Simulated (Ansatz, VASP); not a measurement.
**Cross-check of W2SeS3 between VASP and Ansatz**

Aim: how closely do two programs agree when they are given the same cell, functional and k mesh? The cell is generated by rule, not measured, and may not be a known phase. The cell is taken from a series of runs on this material, whose earlier steps may have relaxed, scaled, displaced or heated it; both programs get it as it stands.

Main program and level: Ansatz 0.2.0; plane waves, with VASP 6.6.1 beside it; PBEsol.

The structure was built from a prototype and need not be the compound's stable phase.

## (1) The structure

The structure is trigonal, space group P3m1 (No. 156). Conventional cell: a = 3.149 Å, b = 3.149 Å, c = 11.891 Å, α = 90.00°, β = 90.00°, γ = 120.00°. Nearest to W lie 6 S at 2.39 to 2.40 Å. Nearest to W lie 3 S at 2.39 Å and 3 Se at 2.50 Å. Nearest to S lie 3 W at 2.39 Å. Nearest to S lie 3 W at 2.40 Å. Se has 3 W at 2.50 Å nearest. It derives from S1Se1W1. Farther neighbours and most contacts between anions are not listed.

As a file:

```cif
data_structure
_symmetry_space_group_name_H-M 'P3m1'
_symmetry_Int_Tables_number 156
_cell_length_a 3.1485
_cell_length_b 3.1485
_cell_length_c 11.8906
_cell_angle_alpha 90.000
_cell_angle_beta 90.000
_cell_angle_gamma 120.000
_cell_volume 102.08
loop_
_atom_site_label
_atom_site_type_symbol
_atom_site_symmetry_multiplicity
_atom_site_Wyckoff_symbol
_atom_site_fract_x
_atom_site_fract_y
_atom_site_fract_z
_atom_site_occupancy
W1 W 1 b 0.33333 0.66667 0.24427 1
W2 W 1 a 0.00000 0.00000 0.75672 1
S1 S 1 c 0.66667 0.33333 0.37532 1
S2 S 1 c 0.66667 0.33333 0.11304 1
S3 S 1 b 0.33333 0.66667 0.88674 1
Se1 Se 1 b 0.33333 0.66667 0.61194 1
```

## (2) VASP: G0W0 gap, PBEsol

Quasiparticle shifts depend on high empty states and on the cores, so they are the hardest test of two PAW sets.

Lines of VASP's logs that name or quote its potential files are left out, and so is its time.

The run reads the wave functions of an earlier VASP run, which isn't shown here.

INCAR

```
SYSTEM = W2SeS3
PREC = Accurate
ENCUT = 340
ISMEAR = 0
SIGMA = 0.01
LREAL = .FALSE.
GGA = PS
NBANDS = 144
LASPH = .TRUE.
ALGO = EVGW0
NELMGW = 1
ENCUTGW = 60
NOMEGA = 64
PRECFOCK = Fast
NBANDSGW = 48
LWAVE = .FALSE.
LCHARG = .FALSE.
```

POSCAR

```
W2SeS3
1.0
    3.1485037122      0.0000000000      0.0000000000
   -1.5742518561      2.7266841987      0.0000000000
    0.0000000000      0.0000000000     11.8906126221
W S Se
2 3 1
Direct
    0.3333333333      0.6666666667      0.2442657394
    0.0000000000      0.0000000000      0.7567213129
    0.6666666667      0.3333333333      0.3753229058
    0.6666666667      0.3333333333      0.1130437893
    0.3333333333      0.6666666667      0.8867353237
    0.3333333333      0.6666666667      0.6119396598
```

KPOINTS

```
Automatic mesh
0
Gamma
9 9 2
0 0 0
```

Potentials, in the order of the species: W_sv_GW, S_GW and Se_GW (PBE family, release 64).

Command:

```console
$ mpirun -np 16 vasp_std
```

Numbers of over 12 decimals in the logs are rounded to 6 here.

Output:

```text
[banner, memory and clock lines left out]
running   16 mpi-ranks, on    1 nodes
 distrk:  each k-point on   16 cores,    1 groups
 distr:  one band on    1 cores,   16 groups

 POSCAR found type information on POSCAR W S Se
 POSCAR found :  3 types and       6 ions
|                                                                             |
|           W    W    AA    RRRRR   N    N  II  N    N   GGGG   !!!           |
|           W    W   A  A   R    R  NN   N  II  NN   N  G    G  !!!           |
|           W    W  A    A  R    R  N N  N  II  N N  N  G       !!!           |
|           W WW W  AAAAAA  RRRRR   N  N N  II  N  N N  G  GGG   !            |
|           WW  WW  A    A  R   R   N   NN  II  N   NN  G    G                |
|           W    W  A    A  R    R  N    N  II  N    N   GGGG   !!!           |
|                                                                             |
|     For optimal performance we recommend to set                             |
|       NCORE = 2 up to number-of-cores-per-socket                            |
|     NCORE specifies how many cores store one orbital (NPAR=cpu/NCORE).      |
|     This setting can greatly improve the performance of VASP for DFT.       |
|     The default, NCORE=1 might be grossly inefficient on modern             |
|     multi-core architectures or massively parallel machines. Do your        |
|     Unfortunately you need to use the default for GW and RPA                |
|     calculations (for HF NCORE is supported but not extensively tested      |
|     yet).                                                                   |
|                                                                             |

|                                                                             |
|               ----> ADVICE to this user running VASP <----                  |
|                                                                             |
|     You enforced a specific xc type in the INCAR file but a different       |
|     [... a line on the potential file left out ...]
|     I HOPE YOU KNOW WHAT YOU ARE DOING!                                     |
|                                                                             |

|                                                                             |
|           W    W    AA    RRRRR   N    N  II  N    N   GGGG   !!!           |
|           W    W   A  A   R    R  NN   N  II  NN   N  G    G  !!!           |
|           W    W  A    A  R    R  N N  N  II  N N  N  G       !!!           |
|           W WW W  AAAAAA  RRRRR   N  N N  II  N  N N  G  GGG   !            |
|           WW  WW  A    A  R   R   N   NN  II  N   NN  G    G                |
|           W    W  A    A  R    R  N    N  II  N    N   GGGG   !!!           |
|                                                                             |
|     The default for ENCUTGWSOFT is different in this version of VASP.       |
|     please manually set ENCUTGWSOFT =60 in the INCAR file.                  |
|                                                                             |

 LDA part: xc-table for (Slater+PW92), standard interpolation
 found WAVECAR, reading the header
 POSCAR, INCAR and KPOINTS ok, starting setup
 FFT: planning ... GRIDC
 FFT: planning ... GRID_SOFT
 FFT: planning ... GRID
 reading WAVECAR
 the WAVECAR file was read successfully
 initial charge from wavefunction
 available memory per node:     21.20 GB, setting MAXMEM to     21710

 The Fermi energy was updated, please check that it is located mid-gap
 values below the HOMO (VB) or above the LUMO (CB) will cause erroneous energies
 E-fermi :   9.0155

 calculate exact exchange contribution
 the WAVEDER file was read successfully
|                                                                             |
|           W    W    AA    RRRRR   N    N  II  N    N   GGGG   !!!           |
|           W    W   A  A   R    R  NN   N  II  NN   N  G    G  !!!           |
|           W    W  A    A  R    R  N N  N  II  N N  N  G       !!!           |
|           W WW W  AAAAAA  RRRRR   N  N N  II  N  N N  G  GGG   !            |
|           WW  WW  A    A  R   R   N   NN  II  N   NN  G    G                |
|           W    W  A    A  R    R  N    N  II  N    N   GGGG   !!!           |
|                                                                             |
|     Automatic setting of frequency mesh for GW failed. Frequency mesh       |
|     properly not suitable for determining QP energies. Consider             |
|     increasing number of kpoints.                                           |
|                                                                             |

energies w=
    0.000    0.000    0.820    0.000    1.639    0.000    2.454    0.000
    3.263    0.000    4.066    0.000    4.861    0.000    5.647    0.000
    6.424    0.000    7.190    0.000    7.946    0.000    8.691    0.000
    9.426    0.000   10.152    0.000   10.868    0.000   11.576    0.000
   12.276    0.000   12.970    0.000   13.659    0.000   14.344    0.000
   15.025    0.000   15.705    0.000   16.386    0.000   17.067    0.000
   17.752    0.000   18.441    0.000   19.137    0.000   19.842    0.000
   20.557    0.000   21.285    0.000   22.028    0.000   22.789    0.000
   23.571    0.000   24.377    0.000   25.209    0.000   26.073    0.000
   26.973    0.000   27.912    0.000   28.898    0.000   29.937    0.000
   31.035    0.000   32.201    0.000   33.446    0.000   34.780    0.000
   36.218    0.000   37.775    0.000   39.472    0.000   41.333    0.000
   43.385    0.000   45.666    0.000   48.221    0.000   51.105    0.000
   54.393    0.000   58.180    0.000   62.592    0.000   67.803    0.000
   74.052    0.000   81.687    0.000   91.221    0.000  103.459    0.000
  119.724    0.000  142.364    0.000  175.985    0.000  231.014    0.000
 responsefunction array rank=     128
 LDA part: xc-table for (Slater+PW92), standard interpolation

 min. memory requirement per mpi rank    315.3 MB, per node   5044.5 MB

 allocating   4 responsefunctions rank=   128
 shmem allocating  64 responsefunctions rank=   128
 response function shared by NCSHMEM nodes    1
 Doing            4  frequencies on each core in blocks of           64
NQ=   1    0.0000    0.0000    0.0000,
|.........|.........|.........|.........|.........|.........|.........|.........
 performed       1325000 updates of chi_q(r,r)
 total number of BLAS operations         91.74 Gflops
NQ=   2    0.1111   -0.0000    0.0000,
|.........|.........|.........|.........|.........|.........|.........|.........
 performed       3812000 updates of chi_q(r,r)
 total number of BLAS operations        278.94 Gflops
NQ=   3    0.2222    0.0000    0.0000,
|.........|.........|.........|.........|.........|.........|.........|.........
 performed       6299000 updates of chi_q(r,r)
 total number of BLAS operations        481.90 Gflops
NQ=   4    0.3333    0.0000    0.0000,
|.........|.........|.........|.........|.........|.........|.........|.........
 performed       8786000 updates of chi_q(r,r)
 total number of BLAS operations        705.45 Gflops
NQ=   5    0.4444    0.0000    0.0000,
|.........|.........|.........|.........|.........|.........|.........|.........
 performed      11273000 updates of chi_q(r,r)
 total number of BLAS operations        955.03 Gflops
NQ=   6    0.1111    0.1111    0.0000,
|.........|.........|.........|.........|.........|.........|.........|.........
 performed      14008000 updates of chi_q(r,r)
 total number of BLAS operations       1200.95 Gflops
NQ=   7    0.2222    0.1111    0.0000,
|.........|.........|.........|.........|.........|.........|.........|.........
 performed      17241000 updates of chi_q(r,r)
 total number of BLAS operations       1502.68 Gflops
NQ=   8    0.3333    0.1111    0.0000,
|.........|.........|.........|.........|.........|.........|.........|.........
 performed      20474000 updates of chi_q(r,r)
 total number of BLAS operations       1810.02 Gflops
NQ=   9    0.4444    0.1111    0.0000,
|.........|.........|.........|.........|.........|.........|.........|.........
 performed      23209000 updates of chi_q(r,r)
 total number of BLAS operations       2084.57 Gflops
NQ=  10    0.2222    0.2222    0.0000,
|.........|.........|.........|.........|.........|.........|.........|.........
 performed      25944000 updates of chi_q(r,r)
 total number of BLAS operations       2349.40 Gflops
NQ=  11    0.3333    0.2222    0.0000,
|.........|.........|.........|.........|.........|.........|.........|.........
 performed      29177000 updates of chi_q(r,r)
 total number of BLAS operations       2709.59 Gflops
NQ=  12    0.3333    0.3333    0.0000,
|.........|.........|.........|.........|.........|.........|.........|.........
 performed      30806000 updates of chi_q(r,r)
 total number of BLAS operations       2897.35 Gflops
NQ=  13    0.0000    0.0000    0.5000,
|.........|.........|.........|.........|.........|.........|.........|.........
 performed      32131000 updates of chi_q(r,r)
 total number of BLAS operations       2979.49 Gflops
NQ=  14    0.1111   -0.0000    0.5000,
|.........|.........|.........|.........|.........|.........|.........|.........
 performed      34618000 updates of chi_q(r,r)
 total number of BLAS operations       3155.29 Gflops
NQ=  15    0.2222    0.0000    0.5000,
|.........|.........|.........|.........|.........|.........|.........|.........
 performed      37105000 updates of chi_q(r,r)
 total number of BLAS operations       3346.38 Gflops
NQ=  16    0.3333    0.0000    0.5000,
|.........|.........|.........|.........|.........|.........|.........|.........
 performed      39592000 updates of chi_q(r,r)
 total number of BLAS operations       3553.38 Gflops
NQ=  17    0.4444    0.0000    0.5000,
|.........|.........|.........|.........|.........|.........|.........|.........
 performed      42079000 updates of chi_q(r,r)
 total number of BLAS operations       3776.93 Gflops
NQ=  18    0.1111    0.1111    0.5000,
|.........|.........|.........|.........|.........|.........|.........|.........
 performed      44814000 updates of chi_q(r,r)
 total number of BLAS operations       4013.66 Gflops
NQ=  19    0.2222    0.1111    0.5000,
|.........|.........|.........|.........|.........|.........|.........|.........
 performed      48047000 updates of chi_q(r,r)
 total number of BLAS operations       4293.45 Gflops
NQ=  20    0.3333    0.1111    0.5000,
|.........|.........|.........|.........|.........|.........|.........|.........
 performed      51280000 updates of chi_q(r,r)
 total number of BLAS operations       4606.45 Gflops
NQ=  21    0.4444    0.1111    0.5000,
|.........|.........|.........|.........|.........|.........|.........|.........
 performed      54015000 updates of chi_q(r,r)
 total number of BLAS operations       4871.28 Gflops
NQ=  22    0.2222    0.2222    0.5000,
|.........|.........|.........|.........|.........|.........|.........|.........
 performed      56750000 updates of chi_q(r,r)
 total number of BLAS operations       5165.79 Gflops
NQ=  23    0.3333    0.2222    0.5000,
|.........|.........|.........|.........|.........|.........|.........|.........
 performed      59983000 updates of chi_q(r,r)
 total number of BLAS operations       5513.87 Gflops
NQ=  24    0.3333    0.3333    0.5000,
|.........|.........|.........|.........|.........|.........|.........|.........
 performed      61612000 updates of chi_q(r,r)
 total number of BLAS operations       5683.34 Gflops
 resolving degeneracies of screened two electron integrals

 calculate QP shifts <psi_nk| G(iteration)W_0 |psi_nk>: iteration 1
 entering main loop
```

Parts of OUTCAR (step 2):

```text
ion  position               nearest neighbor table
   1  0.333  0.667  0.244-   3 2.39   3 2.39   3 2.39   4 2.40   4 2.40   4 2.40
   2  0.000  0.000  0.757-   5 2.39   5 2.39   5 2.39   6 2.50   6 2.50   6 2.50
   3  0.667  0.333  0.375-   1 2.39   1 2.39   1 2.39
   4  0.667  0.333  0.113-   1 2.40   1 2.40   1 2.40
   5  0.333  0.667  0.887-   2 2.39   2 2.39   2 2.39
   6  0.333  0.667  0.612-   2 2.50   2 2.50   2 2.50

  LATTYP: Found a hexagonal cell.
 ALAT       =     3.1485037122
 C/A-ratio  =     3.7765915841

 Subroutine GETGRP returns: Found  6 space group operations
 (whereof  6 operations were pure point group operations)

The static configuration has the point symmetry C_3v.

 Found     24 irreducible k-points:

   k-points           NKPTS =     24   k-points in BZ     NKDIM =    162   number of bands    NBANDS=    144

   dimension x,y,z NGX =    20 NGY =   20 NGZ =   72
   dimension x,y,z NGXF=    40 NGYF=   40 NGZF=  144

   ENCUT  =  340.0 eV  24.99 Ry    5.00 a.u.   4.73  4.73 17.88*2*pi/ulx,y,z

   NELECT =      52.0000    total number of electrons

  energy-cutoff  :      340.00
  volume of cell :      102.08
      direct lattice vectors                 reciprocal lattice vectors
     3.148503712  0.000000000  0.000000000     0.317611187  0.183372904  0.000000000
    -1.574251856  2.726684199  0.000000000     0.000000000  0.366745808  0.000000000
     0.000000000  0.000000000 11.890612622     0.000000000  0.000000000  0.084099956

 k-points in reciprocal lattice and weights: Automatic mesh
   0.00000000  0.00000000  0.00000000       0.006
   0.11111111 -0.00000000  0.00000000       0.037
   0.22222222  0.00000000  0.00000000       0.037
   0.33333333  0.00000000  0.00000000       0.037
   0.44444444  0.00000000  0.00000000       0.037
   0.11111111  0.11111111  0.00000000       0.037
   0.22222222  0.11111111  0.00000000       0.074
   0.33333333  0.11111111  0.00000000       0.074
   0.44444444  0.11111111  0.00000000       0.037
[...]
0.33333333  0.22222222  0.50000000       0.074
   0.33333333  0.33333333  0.50000000       0.012

 E-fermi :   9.0155

 QP shifts <psi_nk| G(iteration)W_0 |psi_nk>: iteration 1
 for sc-GW calculations column KS-energies equals QP-energies in previous step
 and V_xc(KS)=  KS-energies - (<T + V_ion + V_H > + <T+V_H+V_ion>^1  + <V_x>^1)
 k-point   1 :       0.0000    0.0000    0.0000
  band No.  KS-energies  QP-energies   sigma(KS)   V_xc(KS)     V^pw_x(r,r')   Z            occupation Imag(sigma)
    ...
     23       6.9082       7.1666     -14.8301     -15.1629     -16.6023       0.7768       2.0000       0.1915
     24       6.9214       7.1163     -13.9778     -14.2297     -15.6036       0.7737       2.0000       0.1995
     25       7.4460       7.5263     -13.8179     -13.9210     -15.8245       0.7790       2.0000       0.1927
     26       8.6510       9.0213     -14.8568     -15.3343     -15.7760       0.7756       2.0000       0.1106
     27      10.5363      11.4303     -13.7961     -14.9474     -10.2888       0.7765       0.0000      -0.2372
     28      10.5363      11.4303     -13.7961     -14.9474     -10.2888       0.7765       0.0000      -0.2372
     29      10.6962      11.5269     -13.8424     -14.9214     -10.5255       0.7699       0.0000      -0.2503
     30      10.6962      11.5269     -13.8424     -14.9214     -10.5255       0.7699       0.0000      -0.2503
    ...

 k-point   2 :       0.1111   -0.0000    0.0000
  band No.  KS-energies  QP-energies   sigma(KS)   V_xc(KS)     V^pw_x(r,r')   Z            occupation Imag(sigma)
    ...
     23       6.6363       6.8631     -14.6418     -14.9341     -16.5373       0.7761       2.0000       0.2081
     24       6.9834       7.2023     -14.1139     -14.3965     -15.6780       0.7743       2.0000       0.1922
     25       7.5069       7.6010     -13.8329     -13.9536     -15.8352       0.7799       2.0000       0.1885
     26       8.1680       8.4872     -14.6136     -15.0252     -15.7773       0.7754       2.0000       0.1350
     27      10.3791      11.1903     -13.6460     -14.6933     -10.3124       0.7746       0.0000      -0.2338
     28      10.4869      11.3893     -13.8383     -14.9970     -10.2521       0.7788       0.0000      -0.2369
     29      10.4902      11.3104     -13.8164     -14.8795     -10.5388       0.7716       0.0000      -0.2388
     30      10.9046      11.8320     -13.9674     -15.1677     -10.3031       0.7727       0.0000      -0.2598
    ...

 k-point   3 :       0.2222    0.0000    0.0000
  band No.  KS-energies  QP-energies   sigma(KS)   V_xc(KS)     V^pw_x(r,r')   Z            occupation Imag(sigma)
    ...
     23       6.4928       6.6647     -14.2906     -14.5123     -16.3858       0.7753       2.0000       0.2295
     24       6.7591       6.9649     -14.1828     -14.4494     -15.9069       0.7722       2.0000       0.2032
     25       6.9228       7.0386     -13.8571     -14.0065     -15.8401       0.7756       2.0000       0.2042
     26       7.2614       7.4628     -14.2369     -14.4976     -15.9748       0.7725       2.0000       0.1943
     27       9.6629      10.4187     -13.3019     -14.2695     -10.0940       0.7811       0.0000      -0.1990
     28      10.1755      11.0077     -14.0282     -15.1056     -10.7260       0.7723       0.0000      -0.2283
     29      10.7270      11.6388     -13.9294     -15.0996     -10.2508       0.7793       0.0000      -0.2470
     30      10.8265      11.6800     -13.9574     -15.0602     -10.4898       0.7739       0.0000      -0.2511
    ...

 k-point   4 :       0.3333    0.0000    0.0000
  band No.  KS-energies  QP-energies   sigma(KS)   V_xc(KS)     V^pw_x(r,r')   Z            occupation Imag(sigma)
    ...
     23       6.2616       6.4137     -13.9212     -14.1181     -15.8620       0.7728       2.0000       0.2309
     24       6.3449       6.4132     -13.8020     -13.8903     -16.0406       0.7730       2.0000       0.2372
     25       6.7554       6.9192     -14.0285     -14.2407     -15.9413       0.7721       2.0000       0.2224
     26       6.9202       7.0353     -13.9306     -14.0784     -16.0311       0.7786       2.0000       0.2104
     27       9.9081      10.7061     -13.6990     -14.7252     -10.2608       0.7776       0.0000      -0.2203
     28      10.2034      11.1153     -14.7488     -15.9341     -11.1833       0.7693       0.0000      -0.2473
     29      10.7355      11.6429     -14.7135     -15.8927     -11.1483       0.7695       0.0000      -0.2552
     30      10.9095      11.7824     -14.0146     -15.1415     -10.3145       0.7746       0.0000      -0.2694
    ...

[... 4 further parts left out ...]
```

[end of part 1 of 2]

[Lines on the potential files, build, host, timing and source positions are cut from VASP's logs without a mark.]

[Logs are printed without paths, hosts, clocks, repeated set-up lines and the standing remarks that a program may print on its own settings, such as how far it seeks lower states.]

[Hosts, paths, dates, database ids (printed as entryN), source tags and the programs' standing remarks are cut or masked in the printed files.]
